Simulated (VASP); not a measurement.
A convergence study with VASP on CaF2 (space group no. 225 when undisturbed): one setting is varied, all else stays as given below, so the limit is that of these other settings. One atom is moved off its site, so that forces are finite.

```yaml
crystal:
  lattice:
    - [0.00000, 2.74365, 2.74365]
    - [2.74365, 0.00000, 2.74365]
    - [2.74365, 2.74365, 0.00000]
  atoms:
    - { symbol: Ca, position: [0.00911, 0.00911, 0.99089] }
    - { symbol: F, position: [0.25000, 0.25000, 0.25000] }
    - { symbol: F, position: [0.75000, 0.75000, 0.75000] }
```

All values below come from PBE GGA, VASP's PBE PAW potentials (set 64) (plane waves; VASP 6.6.1). The tightest run used: 960 eV cut-off, 8×8×8 Γ-centred mesh, Fermi-Dirac smearing of 0.020 eV, potentials Ca_sv F.

Gaps are read on the run's mesh, which can miss a band edge.

**Question.** The settings run are ENCUT = 140; ENCUT = 160; ENCUT = 180; ENCUT = 200; ENCUT = 220; ENCUT = 240; ENCUT = 280; ENCUT = 320; ENCUT = 360; ENCUT = 440; ENCUT = 480; ENCUT = 540; ENCUT = 600; ENCUT = 700; ENCUT = 800; ENCUT = 960. From which on does the energy per atom stay within 0.01 eV/atom of the tightest run?

**Answer.** From ENCUT = 440 on: it is off by 0.0009 there and by no more than 0.01 in any finer run, while ENCUT = 360 is off by 0.0220.
```json
[
 {"setting": "ENCUT = 140", "E (eV/atom)": "-3.9704", "pressure (GPa)": "-581.40", "largest force (eV/Å)": "1.099", "gap on the mesh (eV)": "8.389", "plane waves": "169", "difference judged (eV/atom)": "1.8106"},
 {"setting": "ENCUT = 160", "E (eV/atom)": "-4.5464", "pressure (GPa)": "-453.32", "largest force (eV/Å)": "0.228", "gap on the mesh (eV)": "7.679", "plane waves": "200", "difference judged (eV/atom)": "1.2345"},
 {"setting": "ENCUT = 180", "E (eV/atom)": "-5.1881", "pressure (GPa)": "-354.04", "largest force (eV/Å)": "0.111", "gap on the mesh (eV)": "7.371", "plane waves": "259", "difference judged (eV/atom)": "0.5929"},
 {"setting": "ENCUT = 200", "E (eV/atom)": "-5.4655", "pressure (GPa)": "-272.93", "largest force (eV/Å)": "0.025", "gap on the mesh (eV)": "7.265", "plane waves": "283", "difference judged (eV/atom)": "0.3154"},
 {"setting": "ENCUT = 220", "E (eV/atom)": "-5.7313", "pressure (GPa)": "-207.85", "largest force (eV/Å)": "0.123", "gap on the mesh (eV)": "7.242", "plane waves": "331", "difference judged (eV/atom)": "0.0497"},
 {"setting": "ENCUT = 240", "E (eV/atom)": "-5.9584", "pressure (GPa)": "-155.74", "largest force (eV/Å)": "0.196", "gap on the mesh (eV)": "7.633", "plane waves": "360", "difference judged (eV/atom)": "0.1775"},
 {"setting": "ENCUT = 280", "E (eV/atom)": "-5.8590", "pressure (GPa)": "-83.53", "largest force (eV/Å)": "0.203", "gap on the mesh (eV)": "7.446", "plane waves": "459", "difference judged (eV/atom)": "0.0781"},
 {"setting": "ENCUT = 320", "E (eV/atom)": "-5.8438", "pressure (GPa)": "-42.77", "largest force (eV/Å)": "0.217", "gap on the mesh (eV)": "7.268", "plane waves": "546", "difference judged (eV/atom)": "0.0629"},
 {"setting": "ENCUT = 360", "E (eV/atom)": "-5.8030", "pressure (GPa)": "-19.29", "largest force (eV/Å)": "0.224", "gap on the mesh (eV)": "7.245", "plane waves": "652", "difference judged (eV/atom)": "0.0220"},
 {"setting": "ENCUT = 440", "E (eV/atom)": "-5.7801", "pressure (GPa)": "-1.49", "largest force (eV/Å)": "0.212", "gap on the mesh (eV)": "7.198", "plane waves": "893", "difference judged (eV/atom)": "0.0009"},
 {"setting": "ENCUT = 480", "E (eV/atom)": "-5.7775", "pressure (GPa)": "0.74", "largest force (eV/Å)": "0.214", "gap on the mesh (eV)": "7.193", "plane waves": "998", "difference judged (eV/atom)": "0.0034"},
 {"setting": "ENCUT = 540", "E (eV/atom)": "-5.7772", "pressure (GPa)": "1.45", "largest force (eV/Å)": "0.214", "gap on the mesh (eV)": "7.191", "plane waves": "1243", "difference judged (eV/atom)": "0.0037"},
 {"setting": "ENCUT = 600", "E (eV/atom)": "-5.7786", "pressure (GPa)": "1.29", "largest force (eV/Å)": "0.214", "gap on the mesh (eV)": "7.193", "plane waves": "1411", "difference judged (eV/atom)": "0.0024"},
 {"setting": "ENCUT = 700", "E (eV/atom)": "-5.7803", "pressure (GPa)": "1.24", "largest force (eV/Å)": "0.212", "gap on the mesh (eV)": "7.196", "plane waves": "1807", "difference judged (eV/atom)": "0.0006"},
 {"setting": "ENCUT = 800", "E (eV/atom)": "-5.7810", "pressure (GPa)": "1.49", "largest force (eV/Å)": "0.212", "gap on the mesh (eV)": "7.197", "plane waves": "2148", "difference judged (eV/atom)": "0.0000"},
 {"setting": "ENCUT = 960", "E (eV/atom)": "-5.7810", "pressure (GPa)": "1.65", "largest force (eV/Å)": "0.212", "gap on the mesh (eV)": "7.196", "plane waves": "2810", "difference judged (eV/atom)": "0.0000"}
]
```

Left out are rungs that failed or repeat a setting and relaxations that didn't move; long series are thinned to 24 rows.

The structure is a typed CaF2 crystal (space group no. 225). The cell was not relaxed at this level, it is distorted from the ideal structure.
